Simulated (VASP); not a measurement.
## How biaxial strain in the (110) plane changes V

Wanted: the elastic response of V to biaxial strain in the (110) plane, with a fit that predicts a row left out.

Method: PBEsol, no spin polarisation; plane waves and PAW (V_sv), in the first sound run; inputs show where later runs differ, in VASP 6.6.1.

Report form: the programs' logs are mostly left out.

**1. Set-up**

Symmetry: Im-3m, No. 229, cubic system. Conventional cell: a = 3.020 Å, b = 3.020 Å, c = 3.020 Å, α = 90.00°, β = 90.00°, γ = 90.00°. V has 8 V at 2.62 Å nearest.

Structure file:

```xyz
1
Lattice="-1.5100 1.5100 1.5100 1.5100 -1.5100 1.5100 1.5100 1.5100 -1.5100" Properties=species:S:1:pos:R:3 pbc="T T T"
V     0.0000    0.0000    0.0000
```

**2. Relax the crystal, PBEsol**

The series starts from the cell that this level prefers, so that zero strain is near zero stress.

This step took 2 runs in a row; the last is shown.

Level: PBEsol, no spin polarisation; plane waves and PAW (V_sv).

Contents of INCAR:

```
SYSTEM = V
PREC = Accurate
ENCUT = 450
EDIFF = 1E-07
NELM = 120
ISMEAR = 1
SIGMA = 0.15
LREAL = .FALSE.
ALGO = Normal
GGA = PS
NBANDS = 12
LASPH = .TRUE.
LORBIT = 11
LWAVE = .FALSE.
LCHARG = .FALSE.
KPAR = 8
IBRION = 2
NSW = 40
ISIF = 3
EDIFFG = -0.005
POTIM = 0.4
```

Contents of POSCAR:

```
V
1.0
   -1.4786221971      1.4786221971      1.4786221971
    1.4786221971     -1.4786221971      1.4786221971
    1.4786221971      1.4786221971     -1.4786221971
V
1
Direct
    0.0000000000      0.0000000000      0.0000000000
```

Contents of KPOINTS:

```
Automatic mesh
0
Gamma
27 27 27
0 0 0
```

Potentials, in the order of the species: V_sv (PBE family, release 64).

Run with:

```bash
$ mpirun -np 8 vasp_std
```

It took 30 s on 8 MPI ranks of AMD EPYC 7R43, shared host; peak memory 1.2 GiB; 3.7 min of CPU time.

Numbers from this step:

* energy(sigma→0) of the program: -9.6342 eV
* stress, compression positive: 0.00 along [110], 0.00 across it (mean), GPa
* volume: 12.911 Å³
* ionic steps: 3

**3. Strain along the normal, PBEsol**

One member in full: the plane is strained by -1 %, and the strain along the normal is moved by secant steps until the normal stress is under 0.012 GPa or five steps are spent; the atoms relax at each step.

This step took 3 runs, each at a new trial strain with the atoms of the one before; the last is shown.

Level: PBEsol, no spin polarisation; plane waves and PAW (V_sv).

INCAR: that of step 2 with these lines changed.

```diff
@@ -15,7 +15,7 @@
 LCHARG = .FALSE.
-KPAR = 8
-IBRION = 2
-NSW = 40
-ISIF = 3
-EDIFFG = -0.005
-POTIM = 0.4
+KPAR = 2
+IBRION = 1
+NSW = 25
+ISIF = 2
+EDIFFG = -0.004
+POTIM = 0.3
```

Contents of POSCAR:

```
V
1.0
   -1.4630864690      1.4630864690      1.4630864690
    1.4630864690     -1.4630864690      1.4630864690
    1.4982876990      1.4982876990     -1.4630864690
V
1
Direct
    0.0000000000      0.0000000000      0.0000000000
```

KPOINTS is that of step 2.

Run with:

```bash
$ mpirun -np 2 vasp_std
```

Run time: 2.7 min. Hardware: 2 MPI ranks; peak memory 0.74 GiB.

Numbers from this step:

| Quantity | Value |
| --- | --- |
| energy(sigma→0) of the program | -9.6322 eV |
| stress, compression positive | 0.00 along [110], 1.92 across it (mean), GPa |
| ionic steps | 1 |

**4. All members**

The other members went through these steps as far as the tables show, with the same cutoff and, step by step, the same mesh; 26 runs are not shown. The session took 2.4 core hours (wall time by ranks) on a shared machine.

```csv
in-plane strain (%),strain along the normal (%),"mean of the two in-plane stresses, tension positive (GPa)","energy above the unstrained row, extrapolated to no smearing (meV/atom)"
-2.000,2.824,-3.886,7.264
-1.500,2.079,-2.942,4.198
-1.000,1.382,-1.918,1.921
-0.500,0.703,?,?
0,-0.018,0.013,0.000
0.500,-0.729,0.812,0.128
1.000,-1.464,1.547,0.903
1.500,-2.229,2.162,2.284
2.000,-3.048,2.583,4.168
```

**5. Stress from the known rows**

Fitting a parabola to the 8 known rows (e: strain in %) gives stress = − 0.1654 e² + 1.660 e − 0.002593 in GPa; the residuals are 0.066 GPa r.m.s.

At e = -0.5 this predicts -0.874 GPa.

**6. Prediction against calculation**

The calculation gives -0.896 GPa, so the prediction is 0.022 GPa too high, within twice the residual of the fit.

Slopes at zero strain, from cubics through all rows: strain ratio -1.408, stress over strain 177 GPa.

**7. What came out**

| Item | Value |
| --- | --- |
| error of the predicted stress | 0.022 GPa |
| ratio of normal to in-plane strain | -1.408 |
| biaxial modulus | 177 GPa |

**Reading.** As a check, the curvature of the energy gives 181 GPa for the same modulus (energy per volume = M × strain²), 2 % from the slope of the stress; these energies are extrapolated to no smearing, while the stress belongs to the free energy, so part of the difference may come from that. The energy also has a linear term worth 0.27 GPa that the stress column lacks, a mark of the finite basis or of the smearing. These are static values: temperature and zero-point motion are left out. In a metal the slopes also depend on mesh and smearing, which were held through the series.

[Lines on the potential files, build, host, timing and source positions are cut from VASP's logs without a mark.]

[Logs are printed without paths, hosts, clocks, repeated set-up lines and the standing remarks that a program may print on its own settings, such as how far it seeks lower states.]

[Hosts, paths, dates, database ids (printed as entryN), source tags and the programs' standing remarks are cut or masked in the printed files.]

[In band tables of VASP the shares of atoms and orbitals are scaled to a sum of 1 inside the atoms' spheres.]
